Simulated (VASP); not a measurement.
Given:

```xyz
4
Lattice="1.8306 -3.1707 0.0000 1.8306 3.1707 0.0000 0.0000 0.0000 11.7023" Properties=species:S:1:pos:R:3 pbc="T T T"
La     0.0000     0.0000     5.8512
La     0.0000     0.0000     0.0000
La     1.8306     1.0569     2.9256
La     1.8306    -1.0569     8.7768
```

Computed with PBE GGA, VASP's PBE PAW potentials (set 64) (plane waves; VASP 6.6.1). Run with 480 eV cut-off, 10×10×4 Γ-centred mesh, first-order Methfessel-Paxton smearing of 0.10 eV, potentials La.

### Question
What does the run give for the energy per atom (σ→0), pressure, band gap (on the k-mesh) with the smallest direct gap where there is one?

### Answer

| Property | Value |
|---|---|
| band gap (on the k-mesh) | none (metal, semimetal or under 0.01 eV) |
| energy per atom (σ→0) | -4.856 eV/atom |
| pressure | 2.66 GPa |

Only differences to runs with the same potentials and settings are physical.

The compound is La in the dhcp structure. This cell was strained or had an atom moved on purpose.
